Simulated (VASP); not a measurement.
Output of a VASP run:

### OSZICAR
```
       N       E                     dE             d eps       ncg     rms          rms(c)
DAV:   1     0.472683189981E+02    0.47268E+02   -0.83203E+03  1512   0.123E+03
DAV:   2    -0.356247865024E+02   -0.82893E+02   -0.76079E+02  2184   0.230E+02
DAV:   3    -0.391697226284E+02   -0.35449E+01   -0.35169E+01  1928   0.480E+01
DAV:   4    -0.392121488529E+02   -0.42426E-01   -0.42396E-01  1912   0.613E+00
DAV:   5    -0.392130720900E+02   -0.92324E-03   -0.92303E-03  1892   0.871E-01    0.898E+00
DAV:   6    -0.373983420176E+02    0.18147E+01   -0.17912E+00  1748   0.933E+00    0.526E+00
DAV:   7    -0.368243536169E+02    0.57399E+00   -0.19642E+00  1780   0.990E+00    0.141E+00
DAV:   8    -0.368314527723E+02   -0.70992E-02   -0.60228E-02  1748   0.167E+00    0.937E-02
DAV:   9    -0.368314273895E+02    0.25383E-04   -0.11201E-03  1912   0.281E-01    0.547E-02
DAV:  10    -0.368316083764E+02   -0.18099E-03   -0.21996E-04  1848   0.131E-01    0.269E-02
DAV:  11    -0.368316077550E+02    0.62144E-06   -0.26666E-06  1760   0.145E-02
   1 F= -.37547731E+02 E0= -.37547761E+02  d E =-.375477E+02
       N       E                     dE             d eps       ncg     rms          rms(c)
DAV:   1    -0.368318450137E+02   -0.23664E-03   -0.11372E-02  1572   0.932E-01    0.631E-02
DAV:   2    -0.368316822199E+02    0.16279E-03   -0.23504E-04  1924   0.119E-01    0.379E-02
DAV:   3    -0.368316046267E+02    0.77593E-04   -0.23503E-04  1860   0.106E-01    0.924E-03
DAV:   4    -0.368316042370E+02    0.38968E-06   -0.95606E-06  1780   0.228E-02
   2 F= -.37547758E+02 E0= -.37547789E+02  d E =-.274653E-04
       N       E                     dE             d eps       ncg     rms          rms(c)
DAV:   1    -0.368316876240E+02   -0.82997E-04   -0.21163E-03  1576   0.401E-01    0.272E-02
DAV:   2    -0.368316579174E+02    0.29707E-04   -0.43608E-05  1888   0.510E-02    0.164E-02
DAV:   3    -0.368316431052E+02    0.14812E-04   -0.42152E-05  1848   0.451E-02    0.392E-03
DAV:   4    -0.368316431203E+02   -0.15064E-07   -0.17022E-06  1504   0.973E-03
   3 F= -.37547784E+02 E0= -.37547815E+02  d E =-.535002E-04
```

OUTCAR:
```
------------------------ aborting loop because EDIFF is reached ----------------------------------------
  Edisp (eV):   -0.71614
  FORCE on cell =-STRESS in cart. coord.  units (eV):
  Direction    XX          YY          ZZ          XY          YZ          ZX
  --------------------------------------------------------------------------------------
  Total       0.05788     0.05788     0.07154     0.00000     0.00000     0.00000
  in kB       2.67619     2.67619     3.30773     0.00000     0.00000     0.00000
  external pressure =        2.89 kB  Pullay stress =        0.00 kB
  volume of cell :       34.65
      direct lattice vectors                 reciprocal lattice vectors
     1.230274668 -2.130897739  0.000000000     0.406413310 -0.234642888 -0.000000000
     1.230274668  2.130897739 -0.000000000     0.406413310  0.234642888  0.000000000
     0.000000000 -0.000000000  6.609229462     0.000000000  0.000000000  0.151303568
 POSITION                                       TOTAL-FORCE (eV/Angst)
 -----------------------------------------------------------------------------------
      0.00000     -0.00000      1.65231        -0.000000     -0.000000     -0.000000
      0.00000     -0.00000      4.95692        -0.000000      0.000000      0.000000
      1.23027      0.71030      1.65231        -0.000000      0.000000     -0.000000
      1.23027     -0.71030      4.95692         0.000000     -0.000000      0.000000
 -----------------------------------------------------------------------------------
    total drift:                               -0.000000     -0.000000      0.000000
  FREE ENERGIE OF THE ION-ELECTRON SYSTEM (eV)
  ---------------------------------------------------
  free  energy   TOTEN  =       -37.5477844796 eV

  energy  without entropy=      -37.5478747516  energy(sigma->0) =      -37.54781457

 reached required accuracy - stopping structural energy minimisation
```
(Selected blocks of OUTCAR.)

File POSCAR:
```
C
1
    1.2307880315    -2.1317869097    -0.0000000000
    1.2307880315     2.1317869097     0.0000000000
    0.0000000000     0.0000000000     6.6050932716
C
4
Direct
  1.0000000000   1.0000000000   0.2500000000
  1.0000000000   0.0000000000   0.7500000000
  0.3333330000   0.6666670000   0.2500000000
  0.6666670000   0.3333330000   0.7500000000
```

Question: Write an INCAR and KPOINTS that could have produced this output.

Answer: This is not unique; one that fits is the input of the run itself, PBE GGA with D4 dispersion, plane waves, VASP's PBE PAW potentials (set 64).

KPOINTS:
```
Automatic mesh
0
Gamma
13 13 4
0 0 0
```

### INCAR
```
ALGO = Normal
EDIFF = 1E-6
EDIFFG = -0.02
ENCUT = 520
GGA = PE
IBRION = 2
ISIF = 3
ISMEAR = 1
IVDW = 13
LASPH = .True.
LCHARG = .False.
LREAL = .False.
LWAVE = .False.
NELM = 100
NSW = 60
PREC = Accurate
SIGMA = 0.1
SYSTEM = C
```

POTCAR, in this order: C (PBE.64 set). Program: vasp_std.

The compound is C in the graphite structure. This run relaxes it. Symmetry was kept, so distortions that lower it aren't found. The start is the result of an earlier pass.
